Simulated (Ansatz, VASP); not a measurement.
## AlBN: VASP beside Ansatz

Contents of INCAR:

```
PREC = Accurate
ENCUT = 520
EDIFF = 1E-6
ISMEAR = 0
SIGMA = 0.1
LREAL = F
LASPH = T
NELM = 100
ALGO = Fast
ISIF = 2
LWAVE = F
LCHARG = F
GGA = PE
NBANDS = 12
```

Contents of KPOINTS:

```
regular mesh
0
Gamma
  10 10 18
```

Contents of POSCAR:

```
AlBN
1.0
    4.3350586889      0.0000000000      0.0000000000
    0.0000000000      4.3350586889      0.0000000000
    0.0000000000      0.0000000000      2.6623473163
Al B N
1 1 1
Direct
    0.0000000000      0.0000000000      0.0000000000
    0.5000000000      0.5000000000      0.0000000000
    0.5000000000      0.5000000000      0.5000000000
```

Input for Ansatz:

```yaml
crystal:
  lattice:
    - [4.3350586889, 0.0, 0.0]
    - [0.0, 4.3350586889, 0.0]
    - [0.0, 0.0, 2.6623473163]
  atoms:
    - { symbol: Al, position: [0.0, 0.0, 0.0] }
    - { symbol: B, position: [0.5, 0.5, 0.0] }
    - { symbol: "N", position: [0.5, 0.5, 0.5] }
basis:
  ecutwfc: 420
kpoints:
  mp_grid: { grid: [10, 10, 18] }
  band_path:
    path:
      - [[0.0, 0.0, 0.0], [0.0, 0.5, 0.0], [0.5, 0.5, 0.0], [0.0, 0.0, 0.0], [0.0, 0.0, 0.5], [0.0, 0.5, 0.5], [0.5, 0.5, 0.5], [0.0, 0.0, 0.5]]
      - [[0.0, 0.5, 0.0], [0.0, 0.5, 0.5]]
      - [[0.5, 0.5, 0.0], [0.5, 0.5, 0.5]]
    npoints: 14
hamiltonian:
  xc: pbe
scf:
  occupations: { method: gaussian, width: 0.1 }
  n_extra_bands: 7
output:
  forces: true
  stress: true
  eigenvalues: true
  populations: true
  dos: { projected: true, de: 0.02, nscf_kmesh: { grid: [12, 12, 22] } }
  bader: true
  write_density: true
  write_potential: true
  elf: true
  volumetric_format: npy
```

The cell was built by a generator and needn't be a form met in nature.

Alike in both runs: task single point; functional PBE; k mesh 10 × 10 × 18; occupations gaussian, width 0.1 eV; no spin polarisation.

|  | VASP | Ansatz |
| --- | --- | --- |
| version | VASP 6.6.1 | Ansatz 0.2.0 |
| potentials or method | VASP PAW PBE potentials, release 64 (Al, B, N) | scalar-relativistic, plane waves, PAW |
| plane-wave cutoff (eV) | 520 | 420 |
| valence electrons in the cell | 11 | 11 |

```tsv
	VASP	Ansatz	Ansatz less VASP
gap on the k mesh at the Fermi level (eV)	none	none	-
pressure (GPa)	-0.2	0.0	+0.21
largest component of the traceless stress (GPa)	0.23	0.04	-0.188
```

A gap of «none» marks a metal or a gap that the smearing closes.
